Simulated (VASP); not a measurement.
Output of a VASP run:

File OSZICAR:
```
       N       E                     dE             d eps       ncg     rms          rms(c)
DAV:   1     0.208441783186E+03    0.20844E+03   -0.15030E+04  7068   0.240E+03
DAV:   2     0.164191217358E+02   -0.19202E+03   -0.19002E+03  7066   0.450E+02
DAV:   3    -0.143914442830E+01   -0.17858E+02   -0.17673E+02  8122   0.141E+02
DAV:   4    -0.198204344415E+01   -0.54290E+00   -0.54162E+00  7948   0.267E+01
DAV:   5    -0.200332642586E+01   -0.21283E-01   -0.21281E-01  9556   0.488E+00    0.214E+00
DAV:   6    -0.198873998640E+01    0.14586E-01   -0.35025E-02  9084   0.284E+00    0.118E+00
DAV:   7    -0.198585490978E+01    0.28851E-02   -0.19925E-02  9098   0.208E+00    0.160E-01
DAV:   8    -0.198590884347E+01   -0.53934E-04   -0.19665E-03  7872   0.649E-01    0.380E-02
DAV:   9    -0.198591946490E+01   -0.10621E-04   -0.57150E-05  9116   0.795E-02    0.135E-02
DAV:  10    -0.198591939404E+01    0.70856E-07   -0.91207E-06  8358   0.430E-02    0.194E-03
DAV:  11    -0.198591944626E+01   -0.52224E-07   -0.33207E-07  6332   0.777E-03
   1 F= -.19859194E+01 E0= -.19858557E+01  d E =-.198592E+01
```

File OUTCAR:
```
------------------------ aborting loop because EDIFF is reached ----------------------------------------
  FORCE on cell =-STRESS in cart. coord.  units (eV):
  Direction    XX          YY          ZZ          XY          YZ          ZX
  --------------------------------------------------------------------------------------
  Total       -0.0121291     -0.0121291     -0.0390277      0.0000000      0.0000000      0.0000000
  in kB       -0.3483093     -0.3483093     -1.1207558      0.0000000      0.0000000      0.0000000
  external PRESSURE =      -0.6057915 kB  Pullay stress =       0.0000000 kB
  volume of cell :       55.79
      direct lattice vectors                 reciprocal lattice vectors
    -2.947737852  2.947737852  1.605222334     0.000000000  0.169621596  0.311483331
     2.947737852 -2.947737852  1.605222334     0.169621596  0.000000000  0.311483331
     2.947737852  2.947737852 -1.605222334     0.169621596  0.169621596  0.000000000
 POSITION                                       TOTAL-FORCE (eV/Angst)
 -----------------------------------------------------------------------------------
      2.94774     -0.00000      0.80261        -0.000000      0.000000      0.000000
      0.00000      0.00000      0.00000         0.000000     -0.000000     -0.000000
 -----------------------------------------------------------------------------------
    total drift:                               -0.000000     -0.000000      0.000000
  FREE ENERGIE OF THE ION-ELECTRON SYSTEM (eV)
  ---------------------------------------------------
  free  energy   TOTEN  =        -1.9859194463 eV

  energy  without entropy=       -1.9857283421  energy(sigma->0) =       -1.98585574

 reached required accuracy - stopping structural energy minimisation
```
(Selected blocks of OUTCAR.)

POSCAR:
```
Sn
1
   -2.9477378518     2.9477378518     1.6052223339
    2.9477378518    -2.9477378518     1.6052223339
    2.9477378518     2.9477378518    -1.6052223339
Sn
2
Direct
  0.2500000000   0.7500000000   0.5000000000
  0.0000000000   0.0000000000   0.0000000000
```

Question: Reconstruct the remaining input files.

Answer: This is not unique; one that fits is the input of the run itself, rev-vdW-DF2, plane waves, VASP's PBE PAW potentials (set 64).

### INCAR
```
! general
SYSTEM   = Sn
PREC     = Accurate
ENCUT    = 520
LREAL    = .FALSE.
LASPH    = .TRUE.

! electronic loop
EDIFF    = 1E-7
NELM     = 100
ALGO     = Normal
LMAXMIX  = 4

! smearing
ISMEAR   = 1
SIGMA    = 0.1

! functional
GGA      = MK
LUSE_VDW = .TRUE.
AGGAC    = 0.0
PARAM1   = 0.1234568
PARAM2   = 0.7114
ZAB_VDW  = -1.8867

! ions
IBRION   = 2
NSW      = 30
ISIF     = 4
EDIFFG   = -0.01

! output
LWAVE    = .FALSE.
LCHARG   = .FALSE.
```

**KPOINTS**
```
Automatic mesh
0
Gamma
13 13 13
0 0 0
```

POTCAR, in this order: Sn_d (PBE.64 set). Program: vasp_std.

The compound is Sn in the beta structure. It was relaxed first.
